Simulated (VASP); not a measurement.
All values below come from PBE GGA, VASP's PBE PAW potentials (set 64) (plane waves; VASP).

A VASP calculation is set up with these files.

**INCAR**
```
! general
SYSTEM   =  TiAl
PREC     =  Accurate
ENCUT    =  300
LREAL    =  F
LASPH    =  T

! electronic loop
EDIFF    =  1E-6
NELM     =  100
ALGO     =  Normal
LMAXMIX  =  4

! smearing
ISMEAR   =  -1
SIGMA    =  0.1

! functional
GGA      =  PE

! ions
ISIF     =  2

! output
LWAVE    =  F
LCHARG   =  F
```

File POSCAR:
```
TiAl
1
    2.7761780000     0.0000000000     0.0000000000
    0.0000000000     2.7761780000     0.0000000000
    0.0000000000     0.0000000000     4.0164030000
Ti Al
1 1
Direct
  0.5000000000   0.5000000000   0.5000000000
  0.0000000000   0.0000000000   0.0000000000
```

### KPOINTS
```
Automatic mesh
0
Gamma
12 12 8
0 0 0
```

POTCAR, in this order: Ti_sv Al (PBE.64 set). Program: vasp_std.

### Question
What will the output report for the number of irreducible k-points (NKPTS), largest plane-wave count, number of space-group operations, FFT grid (NGX, NGY, NGZ)?

### Answer

```yaml
number of irreducible k-points (NKPTS): 140
largest_plane_wave_count: 384
number_of_space_group_operations: 16
FFT grid (NGX, NGY, NGZ): 16 × 16 × 24
```

The structure comes from a computed database's TiAl entry; how it stands against other phases isn't given here. The cell was not relaxed at this level. The electron count is odd and the run is not spin-polarised, which forces a metal.
